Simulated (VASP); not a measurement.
Method: PBEsol GGA, VASP's PBE PAW potentials (set 64) (plane waves; VASP).

VASP input:

POSCAR:
```
W2N
1.0
  2.8040896628  -0.0000000222   0.0000000000
 -1.4020443694   2.4284130963   0.0000000000
  0.0000000000   0.0000000000   5.3151838190
N W
1 2
Cartesian
  0.0000000000   0.0000000000   0.0000000000
 -0.0000010940   1.6189428663   1.4300103277
  1.4020463874   0.8094702078   3.8851734913
```

KPOINTS:
```
Automatic mesh
0
Gamma
14 14 7
0 0 0
```

### INCAR
```
SYSTEM = W2N
PREC = Accurate
ENCUT = 520
EDIFF = 1E-7
NELM = 100
ALGO = Normal
LREAL = .FALSE.
LASPH = .TRUE.
ISMEAR = -5
GGA = PS
LMAXMIX = 6
LWAVE = .FALSE.
LCHARG = .TRUE.
LORBIT = 11
NEDOS = 601
ISIF = 2
LEFG = .TRUE.
```

POTCAR, in this order: N W_sv (PBE.64 set). Program: vasp_std.

For a metal the tetrahedron method with Blöchl corrections gives inexact stress and forces. Unless said otherwise, spin-orbit coupling is left out, though it shifts the bands of the heavy elements here.

Question: Estimate the energy per atom (σ→0), largest force, band gap (on the k-mesh).

Answer: 
```json
{
 "energy per atom (σ→0)": "-12.095 eV/atom",
 "band gap (on the k-mesh)": "none (metal, semimetal or under 0.01 eV)",
 "largest_force": "0.00107 Ha/bohr"
}
```

File OSZICAR:
```
...
DAV:   9    -0.362864156035E+02    0.26517E-02   -0.30366E-02  6932   0.159E+00    0.259E-01
DAV:  10    -0.362856352593E+02    0.78034E-03   -0.41326E-03  7620   0.606E-01    0.677E-02
DAV:  11    -0.362856234852E+02    0.11774E-04   -0.51530E-04  6820   0.182E-01    0.423E-02
DAV:  12    -0.362856068429E+02    0.16642E-04   -0.55929E-05  7188   0.597E-02    0.550E-03
DAV:  13    -0.362856084609E+02   -0.16180E-05   -0.42652E-06  6664   0.201E-02    0.537E-03
DAV:  14    -0.362856093904E+02   -0.92954E-06   -0.84344E-07  5840   0.811E-03    0.566E-04
DAV:  15    -0.362856093044E+02    0.86015E-07   -0.27854E-08  4144   0.183E-03
   1 F= -.36285609E+02 E0= -.36285609E+02  d E =0.000000E+00
```

The structure was generated: W2N was put into the CdI2 type (P-3m1), which need not be its known phase. It was relaxed first. The electron count is odd and the run is not spin-polarised, which forces a metal.
